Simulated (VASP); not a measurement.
OSZICAR of a VASP run on W (bcc):

### OSZICAR
```
       N       E                     dE             d eps       ncg     rms          rms(c)
DAV:   1     0.347532345835E+02    0.34753E+02   -0.77684E+03  7686   0.141E+03
DAV:   2    -0.540597929244E+02   -0.88813E+02   -0.85762E+02  8317   0.332E+02
DAV:   3    -0.556406536453E+02   -0.15809E+01   -0.15591E+01  8834   0.442E+01
DAV:   4    -0.556493082665E+02   -0.86546E-02   -0.86524E-02  8265   0.355E+00
DAV:   5    -0.556493809967E+02   -0.72730E-04   -0.72730E-04  8710   0.331E-01    0.217E+01
DAV:   6    -0.507631960218E+02    0.48862E+01   -0.23896E+00  8041   0.225E+01    0.415E+00
DAV:   7    -0.514675855623E+02   -0.70439E+00   -0.16756E-01  7750   0.522E+00    0.262E+00
DAV:   8    -0.508488768883E+02    0.61871E+00   -0.53206E-01  7885   0.960E+00    0.340E+00
DAV:   9    -0.512812495960E+02   -0.43237E+00   -0.12331E-01  8188   0.366E+00    0.162E+00
DAV:  10    -0.513450023931E+02   -0.63753E-01   -0.17353E-02  7750   0.169E+00    0.682E-01
DAV:  11    -0.513470002702E+02   -0.19979E-02   -0.41113E-03  8335   0.838E-01    0.105E-01
DAV:  12    -0.513471415719E+02   -0.14130E-03   -0.28719E-04  7915   0.238E-01    0.481E-02
DAV:  13    -0.513470888666E+02    0.52705E-04   -0.80946E-05  7990   0.135E-01    0.392E-02
DAV:  14    -0.513470790934E+02    0.97732E-05   -0.97497E-06  8281   0.414E-02    0.255E-02
DAV:  15    -0.513470752007E+02    0.38927E-05   -0.16741E-05  8239   0.572E-02    0.741E-03
DAV:  16    -0.513470707575E+02    0.44432E-05   -0.21966E-06  8488   0.167E-02    0.238E-03
DAV:  17    -0.513470721281E+02   -0.13706E-05   -0.46265E-07  8164   0.937E-03    0.623E-04
DAV:  18    -0.513470720075E+02    0.12063E-06   -0.55299E-08  4035   0.303E-03    0.291E-04
DAV:  19    -0.513470722480E+02   -0.24049E-06   -0.39346E-09  3896   0.983E-04    0.160E-04
DAV:  20    -0.513470722875E+02   -0.39551E-07   -0.11466E-09  3896   0.584E-04
   1 F= -.51347072E+02 E0= -.51346875E+02  d E =-.590525E-03
```

Problem. Which electronic solver shows in the log?

Solution. It is blocked Davidson (ALGO = Normal, or the opening steps of other solvers). The INCAR had ALGO = Normal.

Problem. Can the final energy be trusted as converged?

Solution. The calculation finished and met its thresholds. It stopped with EDIFF = 1E-7, NELM = 100 (r2SCAN meta-GGA, plane waves, VASP's PBE PAW potentials (set 64)).

The compound is W in the bcc structure. This cell was strained or had an atom moved on purpose.
